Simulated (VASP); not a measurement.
```
SmSb
1.0
    0.00000     3.15013     3.15013
    3.15013     0.00000     3.15013
    3.15013     3.15013     0.00000
Sm Sb
1 1
Cartesian
  3.15013   3.15013   3.15013
  0.00000   0.00000   0.00000
```

These are r2SCAN+rVV10, VASP's PBE PAW potentials (set 64) (plane waves; VASP 6.6.1) values and carry that method's errors. Settings: 400 eV cut-off, 11×11×11 Γ-centred mesh, tetrahedra with Blöchl corrections, potentials Sm_3 Sb.

The 4f electrons are frozen in the core of the lanthanide potential, so 4f levels, which can set the real gap, and their magnetism are missing.

Question: Give the energies of bands 6 to 11 at the high-symmetry points, in eV from the Fermi level.

Answer: 
```
band     Γ      X      U      L      W
----  ----  -----  -----  -----  -----
6     0.60  -2.59  -2.59  -4.16  -2.34
7     0.60  -0.65  -2.44  -2.08  -2.23
8     0.60  -0.65  -1.46  -2.08  -2.23
9     1.16  -0.43   1.19   3.20   2.52
10    1.16   2.66   3.47   3.20   2.52
11    1.16   3.71   3.96   3.60   3.26
```

It has no gap at this level: it comes out as a metal or semimetal.

The structure comes from a measured SmSb entry (Fm-3m) of the Crystallography Open Database, whose conditions weren't checked. It was relaxed first.
